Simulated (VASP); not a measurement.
Runs of VASP 6.6.1 on GeBr. Symmetry: P6_3/mmc, No. 194, hexagonal system. Conventional cell: a = 4.827 Å, b = 4.827 Å, c = 5.565 Å, α = 90.00°, β = 90.00°, γ = 120.00°. Ge (site symmetry -3m) is surrounded by 2 Ge at 2.78 Å and 6 Br at 3.11 Å. Br (site symmetry -6m2) has 6 Ge at 3.11 Å as nearest neighbours. The cell was built by a generator and needn't be a form met in nature.

```tsv
task	level	spin	cell	k mesh	cutoff (eV)	gap on the mesh (eV)	pressure (GPa)	relaxed volume (Å³/atom)
single point	PBE	off	as given	7 × 7 × 5	520	none	(a)	-
relaxation of cell and atoms	BLYP+D3(BJ)	off	relaxed	5 × 5 × 4	600	none	0.0	29.11
relaxation of cell and atoms	BLYP+D3	off	relaxed	5 × 5 × 4	600	none	0.0	(b)
relaxation of cell and atoms	BLYP+D4	off	relaxed	5 × 5 × 4	600	none	0.0	28.30
relaxation of cell and atoms	BLYP	off	relaxed	5 × 5 × 4	600	none	0.0	30.85
```

Alike in all rows: potentials or basis VASP PAW PBE potentials, release 64 (Ge_d, Br); smearing fermi-dirac 0.05 eV.

Question: Fill in the values left out.

Answer: (a) -0.1; (b) 32.01.

Caveats: the PAW data sets were made with another functional, which shifts forces and pressure a little (some runs); pairwise dispersion overbinds metals, which lowers pressure and volume (some runs).

A k mesh can miss the band edges, and the runs leave out spin-orbit coupling on Br, Ge.

A gap of «none» marks a metal or a gap under the smearing width.

Not every run made on this cell is shown here.
